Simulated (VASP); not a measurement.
LiMgBN$_{2}$ (space group I-4m2): computed properties

All values below come from PBEsol GGA, VASP's PBE PAW potentials (set 64) (plane waves; VASP).

```json
{
  "space_group": "I-4m2 (119)",
  "cell": "a = 3.7786 Å, b = 3.7786 Å, c = 8.8366 Å, α = 90.00°, β = 90.00°, γ = 90.00°",
  "volume_per_atom": "12.62 Å^3/atom",
  "band gap (over mesh and band path)": "2.53 eV",
  "smallest direct gap (over mesh and band path)": "3.44 eV",
  "band_edge_character": "indirect, M to Γ",
  "density": "1.84 g/cm³",
  "mean ε∞ (independent particles)": "3.45"
}
```

```cif
data_BLiMgN2
_chemical_formula_sum 'Li1 Mg1 B1 N2'
_space_group_name_H-M_alt 'P 1'
_space_group_IT_number 1
_cell_length_a 5.16336
_cell_length_b 5.16336
_cell_length_c 5.16336
_cell_angle_alpha 137.074
_cell_angle_beta 137.074
_cell_angle_gamma 62.324
loop_
_space_group_symop_operation_xyz
  'x, y, z'
loop_
_atom_site_label
_atom_site_type_symbol
_atom_site_fract_x
_atom_site_fract_y
_atom_site_fract_z
_atom_site_occupancy
Li1 Li 0.25000 0.75000 0.50000 1
Mg1 Mg 0.75000 0.25000 0.50000 1
B1 B 0.50000 0.50000 0.00000 1
N1 N 0.65196 0.65196 0.00000 1
N2 N 0.34804 0.34804 0.00000 1
```

The structure comes from a computed database's LiMgBN2 entry (I-4m2); how it stands against other phases isn't given here. It was relaxed first. Symmetry was kept, so distortions that lower it aren't found.
